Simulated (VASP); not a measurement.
An input for Quantum ESPRESSO's pw.x (written as the equivalent of a VASP run, and not itself run):

```
&CONTROL
  calculation = 'vc-relax'
  pseudo_dir = './pseudo'
  outdir = './out'
  tprnfor = .true.
  tstress = .true.
  nstep = 40
  forc_conv_thr = 0.00078
/
&SYSTEM
  ibrav = 0
  nat = 2
  ntyp = 2
  ecutwfc = 74
  occupations = 'smearing'
  smearing = 'gaussian'
  degauss = 0.003675
  input_dft = 'pbe'
/
&ELECTRONS
  conv_thr = 7.3e-08
  electron_maxstep = 100
/
&IONS
/
&CELL
  press = 450
/
ATOMIC_SPECIES
  K 39.098 K.upf
  I 126.904 I.upf
CELL_PARAMETERS angstrom
     0.0000000    2.8114515    2.8114515
     2.8114515    0.0000000    2.8114515
     2.8114515    2.8114515    0.0000000
ATOMIC_POSITIONS crystal
  K    0.0000000  0.0000000  0.0000000
  I    0.5000000  0.5000000  0.5000000
K_POINTS automatic
  8 8 8 0 0 0
```

Q: Write the VASP files for the same calculation (PBE).

A: This is not unique; one that fits is 
File KPOINTS:
```
Automatic mesh
0
Gamma
8 8 8
0 0 0
```

INCAR:
```
# general
SYSTEM  = KI
PREC    = Accurate
ENCUT   = 500   # plane-wave cut-off (eV)
LREAL   = .FALSE.   # projection in real space or not
LASPH   = .TRUE.   # aspherical one-centre terms

# electronic loop
EDIFF   = 1E-6   # SCF stop (eV)
NELM    = 100   # most electronic steps
ALGO    = Normal
LMAXMIX = 4   # l cut-off of mixed one-centre charges

# smearing
ISMEAR  = 0   # Gaussian
SIGMA   = 0.05   # width (eV)

# functional
GGA     = PE   # PBE

# ions
IBRION  = 2
NSW     = 40
ISIF    = 3   # ions, shape and volume
EDIFFG  = -0.02   # ionic stop
PSTRESS = 450

# output
LWAVE   = .FALSE.
LCHARG  = .FALSE.
```

File POSCAR:
```
KI
1
    0.0000000000     2.8114515001     2.8114515001
    2.8114515001     0.0000000000     2.8114515001
    2.8114515001     2.8114515001     0.0000000000
K I
1 1
Direct
  0.0000000000   0.0000000000   0.0000000000
  0.5000000000   0.5000000000   0.5000000000
```

POTCAR, in this order: K_sv I (PBE.64 set). Program: vasp_std.

The two are equivalent in intent, not identical: the potentials are each code's own (VASP's PAW set, PseudoDojo norm-conserving files in pw.x), so ENCUT and ecutwfc are chosen apart and not converted; conv_thr bounds pw.x's estimated SCF error, while EDIFF bounds the energy change between steps; forc_conv_thr acts on force components and is met together with etot_conv_thr.

The compound is KI in the rock salt structure. It was relaxed first under an external pressure of 45 GPa.
